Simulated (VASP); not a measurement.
Here is the system:

```xyz
2
Lattice="0.0000 2.5447 2.5447 2.5447 0.0000 2.5447 2.5447 2.5447 0.0000" Properties=species:S:1:pos:R:3 pbc="T T T"
Mg     0.0000     0.0000     0.0000
S      2.5447     2.5447     2.5447
```

Calculation: optB86b-vdW, VASP's PBE PAW potentials (set 64) (plane waves; VASP). Run with 520 eV cut-off, 9×9×9 Γ-centred mesh, Gaussian smearing of 0.050 eV, potentials Mg S.

Problem. Give the stress tensor in GPa (positive for a compressed cell).

Solution. 
```
5.53  0.00  0.00
0.00  5.53  0.00
0.00  0.00  5.53
```
The pressure is its mean diagonal, 5.53 GPa.

The compound is MgS in the rock salt structure. This cell is one point of a volume scan, at 0.94 of the reference volume.
